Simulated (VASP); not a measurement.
Data:

```yaml
crystal:
  lattice:
    - [-2.58611, 2.58611, 2.58611]
    - [2.58611, -2.58611, 2.58611]
    - [2.58611, 2.58611, -2.58611]
  atoms:
    - { symbol: K, position: [0.00000, 0.00000, 0.00000] }
```

Method: AM05 GGA, VASP's PBE PAW potentials (set 64) (plane waves; VASP 6.6.1). Settings: 520 eV cut-off, 10×10×10 Γ-centred mesh, first-order Methfessel-Paxton smearing of 0.10 eV, potentials K_sv.

Question: Predict the energy per atom (σ→0), band gap (on the k-mesh) with the smallest direct gap where there is one.

Answer: 
band gap (on the k-mesh): none (metal, semimetal or under 0.01 eV)
energy per atom (σ→0): -1015 meV/atom

Only differences to runs with the same potentials and settings are physical.

The compound is K in the bcc structure. This cell is one point of a volume scan, at 0.94 of the reference volume.
